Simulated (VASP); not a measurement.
Mo₃Si (A15): the formation energy from VASP (plane waves, PAW) at several levels of theory. The references are the elements' solids at the same level; no temperature or zero-point terms are added.

```json
[
 {"level": "LDA", "formation energy (eV/atom)": "-0.373", "error against measurement (eV/atom)": "-0.05"},
 {"level": "PBE", "formation energy (eV/atom)": "-0.320", "error against measurement (eV/atom)": "+0.00"},
 {"level": "PBEsol", "formation energy (eV/atom)": "-0.373", "error against measurement (eV/atom)": "-0.05"}
]
```

Measured: -0.324 eV/atom at 298 K (as given by CRC Handbook of Chemistry and Physics, Standard Thermodynamic Properties of Chemical Substances).

The cell of the LDA run:

```cif
data_Mo6Si2
_chemical_formula_sum 'Si2 Mo6'
_space_group_name_H-M_alt 'P 1'
_space_group_IT_number 1
_cell_length_a 4.83546
_cell_length_b 4.83546
_cell_length_c 4.83546
_cell_angle_alpha 90.000
_cell_angle_beta 90.000
_cell_angle_gamma 90.000
loop_
_space_group_symop_operation_xyz
  'x, y, z'
loop_
_atom_site_label
_atom_site_type_symbol
_atom_site_fract_x
_atom_site_fract_y
_atom_site_fract_z
_atom_site_occupancy
Si1 Si 0.50000 0.50000 0.50000 1
Si2 Si 0.00000 0.00000 0.00000 1
Mo1 Mo 0.25000 0.00000 0.50000 1
Mo2 Mo 0.50000 0.25000 0.00000 1
Mo3 Mo 0.50000 0.75000 0.00000 1
Mo4 Mo 0.75000 0.00000 0.50000 1
Mo5 Mo 0.00000 0.50000 0.75000 1
Mo6 Mo 0.00000 0.50000 0.25000 1
```

Only levels that ran to the end are used. Left out are those held back, those with too coarse a band path, GW runs whose mesh misses a band edge, hybrids' fits of cells that aren't cubic and levels without matching references; a question may draw on a part of the rest.
